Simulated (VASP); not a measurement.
Output of a VASP run:

OUTCAR:
```
 ion  position               nearest neighbor table
   1  0.000  0.000  0.000-   2 2.01   2 2.01   2 2.01   2 2.01   2 2.01   2 2.01
   2  0.500  0.500  0.500-   1 2.01   1 2.01   1 2.01   1 2.01   1 2.01   1 2.01
  LATTYP: Found a face centered cubic cell.
 ALAT       =     4.0145189200
 Subroutine PRICEL returns:
 Original cell was already a primitive cell.
 Subroutine GETGRP returns: Found 48 space group operations
The static configuration has the point symmetry O_h .
The dynamic configuration has the point symmetry O_h .
 Subroutine INISYM returns: Found 48 space group operations
 Subroutine IBZKPT returns following result:
 Found     29 irreducible k-points:

 Following reciprocal coordinates:
            Coordinates               Weight
  0.000000  0.000000  0.000000      1.000000
  0.125000  0.000000  0.000000      8.000000
  0.250000  0.000000  0.000000      8.000000
  0.375000  0.000000  0.000000      8.000000
  0.500000  0.000000  0.000000      4.000000
  0.125000  0.125000  0.000000      6.000000
  0.250000  0.125000  0.000000     24.000000
  0.375000  0.125000  0.000000     24.000000
  0.500000  0.125000  0.000000     24.000000
 -0.375000  0.125000  0.000000     24.000000
 -0.250000  0.125000  0.000000     24.000000
 -0.125000  0.125000  0.000000     12.000000
  0.250000  0.250000  0.000000      6.000000
  0.375000  0.250000  0.000000     24.000000
  0.500000  0.250000  0.000000     24.000000
 -0.375000  0.250000  0.000000     24.000000
 -0.250000  0.250000  0.000000     12.000000
  0.375000  0.375000  0.000000      6.000000
  0.500000  0.375000  0.000000     24.000000
 -0.375000  0.375000  0.000000     12.000000
  0.500000  0.500000  0.000000      3.000000
  0.375000  0.250000  0.125000     24.000000
  0.500000  0.250000  0.125000     48.000000
 -0.375000  0.250000  0.125000     24.000000
  0.500000  0.375000  0.125000     24.000000
 -0.375000  0.375000  0.125000     48.000000
 -0.250000  0.375000  0.125000     24.000000
 -0.375000  0.500000  0.125000     12.000000
 -0.250000  0.500000  0.250000      6.000000
 Subroutine IBZKPT_HF returns following result:
   k-points           NKPTS =     29   k-points in BZ     NKDIM =    512   number of bands    NBANDS=      9
   number of dos      NEDOS =    301   number of ions     NIONS =      2
   total plane-waves  NPLWV =  13824
   dimension x,y,z NGX =    24 NGY =   24 NGZ =   24
   dimension x,y,z NGXF=    48 NGYF=   48 NGZF=   48
   ions per type =               1   1
   PREC   = accura    normal or accurate (medium, high low for compatibility)
   ISTART =      1    job   : 0-new  1-cont  2-samecut
   ICHARG =      0    charge: 1-file 2-atom 10-const
   ISPIN  =      1    spin polarized calculation?
   LNONCOLLINEAR =      F non collinear calculations
   LSORBIT =      F    spin-orbit coupling
   INIWAV =      1    electr: 0-lowe 1-rand  2-diag
   ENCUT  =  520.0 eV  38.22 Ry    6.18 a.u.   5.28  5.28  5.28*2*pi/ulx,y,z
   NELM   =     60;   NELMIN=  2; NELMDL=  0     # of ELM steps
   EDIFF  = 0.1E-05   stopping-criterion for ELM
   LREAL  =      F    real-space projection
   NLSPLINE    = F    spline interpolate recip. space projectors
   LMAXMIX     =    2 max onsite mixed and CHGCAR
   VOSKOWN=      0    Vosko Wilk Nusair interpolation
   EDIFFG = 0.1E-04   stopping-criterion for IOM
   NSW    =      0    number of steps for IOM
   NBLOCK =      1;   KBLOCK =      1    inner block; outer block
   IBRION =     -1    ionic relax: 0-MD 1-quasi-New 2-CG
   NFREE  =      0    steps in history (QN), initial steepest desc. (CG)
   ISIF   =      2    stress and relaxation
   ISYM   =      3    0-nonsym 1-usesym 2-fastsym
   TEIN   =    0.0    initial temperature
   TEBEG  =    0.0;   TEEND  =   0.0 temperature during run
   SMASS  =  -3.00    Nose mass-parameter (am)
   PSTRESS=    0.0 pullay stress
   NELECT =      10.0000    total number of electrons
   EFERMI =   0.00;   METHOD = LEGACY
   ISMEAR =     0;   SIGMA  =   0.05  broadening in eV -4-tet -1-fermi 0-gaus
...
```

### OSZICAR
```
       N       E                     dE             d eps       ncg     rms          rms(c)
DAV:   1    -0.119108483041E+02   -0.11911E+02   -0.27687E-01   523   0.540E+00    0.303E-01
DAV:   2    -0.119110945997E+02   -0.24630E-03   -0.64985E-03   582   0.106E+00    0.175E-01
DAV:   3    -0.119106711620E+02    0.42344E-03   -0.17673E-03   558   0.370E-01    0.119E-01
DAV:   4    -0.119106001639E+02    0.70998E-04   -0.84680E-05   582   0.839E-02    0.768E-02
DAV:   5    -0.119105579346E+02    0.42229E-04   -0.22224E-05   565   0.686E-02    0.421E-02
DAV:   6    -0.119105462435E+02    0.11691E-04   -0.69479E-06   667   0.390E-02    0.235E-02
DAV:   7    -0.119105426157E+02    0.36277E-05   -0.14453E-06   608   0.176E-02    0.139E-02
DAV:   8    -0.119105416029E+02    0.10128E-05   -0.67660E-07   433   0.105E-02    0.849E-03
DAV:   9    -0.119105414025E+02    0.20045E-06   -0.25906E-07   317   0.719E-03
   1 F= -.11910541E+02 E0= -.11910541E+02  d E =-.395866E-24
```

File OUTCAR:
```
------------------------ aborting loop because EDIFF is reached ----------------------------------------
  FORCE on cell =-STRESS in cart. coord.  units (eV):
  Direction    XX          YY          ZZ          XY          YZ          ZX
  --------------------------------------------------------------------------------------
  Total       -0.0474436     -0.0474436     -0.0474436      0.0000000      0.0000000     -0.0000000
  in kB       -4.6994555     -4.6994555     -4.6994555      0.0000000      0.0000000     -0.0000000
  external PRESSURE =      -4.6994555 kB  Pullay stress =       0.0000000 kB
  volume of cell :       16.17
      direct lattice vectors                 reciprocal lattice vectors
     0.000000000  2.007259460  2.007259460    -0.249095849  0.249095849  0.249095849
     2.007259460  0.000000000  2.007259460     0.249095849 -0.249095849  0.249095849
     2.007259460  2.007259460  0.000000000     0.249095849  0.249095849 -0.249095849
  FREE ENERGIE OF THE ION-ELECTRON SYSTEM (eV)
  ---------------------------------------------------
  free  energy   TOTEN  =       -11.9105414025 eV

  energy  without entropy=      -11.9105414025  energy(sigma->0) =      -11.91054140

  exchange ACFDT corr.  =         0.00000000  see jH, gK, PRB 81, 115126
```
(Selected blocks of OUTCAR.)

**POSCAR**
```
LiF
1
    0.0000000000     2.0072594600     2.0072594600
    2.0072594600     0.0000000000     2.0072594600
    2.0072594600     2.0072594600     0.0000000000
Li F
1 1
Direct
  0.0000000000   0.0000000000   0.0000000000
  0.5000000000   0.5000000000   0.5000000000
```

**Question.** Write an INCAR and KPOINTS that could have produced this output.

**Answer.** One answer among several that fit: the input of the run itself, PBE0 hybrid, plane waves, VASP's PBE PAW potentials (set 64).

INCAR:
```
ISIF = 2   # forces and stress, cell fixed
PRECFOCK = Fast
HFRCUT = -1
LHFCALC = T
SIGMA = 0.05   # width (eV)
PREC = Accurate
EDIFF = 1E-6
ISYM = 3
NELM = 60   # most electronic steps
LREAL = F   # projection in real space or not
ISMEAR = 0   # Gaussian
LASPH = T
AEXX = 0.25
ENCUT = 520
GGA = PE   # PBE
LCHARG = F
ALGO = Normal   # blocked Davidson
SYSTEM = LiF
LWAVE = F
```

### KPOINTS
```
K-points
0
Gamma
8 8 8
0 0 0
```

POTCAR, in this order: Li_sv F (PBE.64 set). Program: vasp_std. Read from the step before: WAVECAR.

The compound is LiF in the rock salt structure. This cell is one point of a volume scan, at 0.97 of the reference volume. The cell's shape comes from a PBE relaxation.
